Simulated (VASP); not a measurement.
An input for Ansatz (written as the equivalent of a VASP run, and not itself run):

Ansatz 0.2 input:
```yaml
crystal:
  lattice:
    - [0.0000000, 2.7337250, 2.7337250]
    - [2.7337250, 0.0000000, 2.7337250]
    - [2.7337250, 2.7337250, 0.0000000]
  atoms:
    - { symbol: Mg, position: [0.0000000, 0.0000000, 0.0000000] }
    - { symbol: Se, position: [0.5000000, 0.5000000, 0.5000000] }
kpoints:
  mp_grid: { grid: [8, 8, 8] }
hamiltonian:
  xc: pbe
  pseudopotentials: { kind: paw }
scf:
  occupations: { method: gaussian, width: 0.05 }
  max_iter: 100
relax:
  max_steps: 60
  f_tol: 0.01
  cell: {}
output: { forces: true, stress: true, eigenvalues: true }
```

Q: Write the VASP files for the same calculation (PBE).

A: One answer among several that fit: 
### KPOINTS
```
Automatic mesh
0
Gamma
8 8 8
0 0 0
```

### POSCAR
```
MgSe
1.0
  0.0000000000   2.7337250000   2.7337250000
  2.7337250000   0.0000000000   2.7337250000
  2.7337250000   2.7337250000   0.0000000000
Mg Se
1 1
direct
  0.0000000000   0.0000000000   0.0000000000
  0.5000000000   0.5000000000   0.5000000000
```

INCAR:
```
! general
SYSTEM  = MgSe
PREC    = Accurate
ENCUT   = 480
LREAL   = .FALSE.
LASPH   = .TRUE.

! electronic loop
EDIFF   = 1E-6
NELM    = 100
ALGO    = Normal
LMAXMIX = 4

! smearing
ISMEAR  = 0
SIGMA   = 0.05

! functional
GGA     = PE

! ions
IBRION  = 2
NSW     = 60
ISIF    = 3
EDIFFG  = -0.01

! output
LWAVE   = .FALSE.
LCHARG  = .FALSE.
```

POTCAR, in this order: Mg Se (PBE.64 set). Program: vasp_std.

What does not carry over: each code has its own PAW files, so the cut-off isn't converted (ENCUT is set for VASP's; basis.ecutwfc is left out, and Ansatz then takes the one that its files recommend); Ansatz stops its SCF on the density residual and VASP on the energy change (EDIFF).

The structure comes from a computed database's MgSe entry (Fm-3m); how it stands against other phases isn't given here. This run relaxes it. Symmetry was kept, so distortions that lower it aren't found.
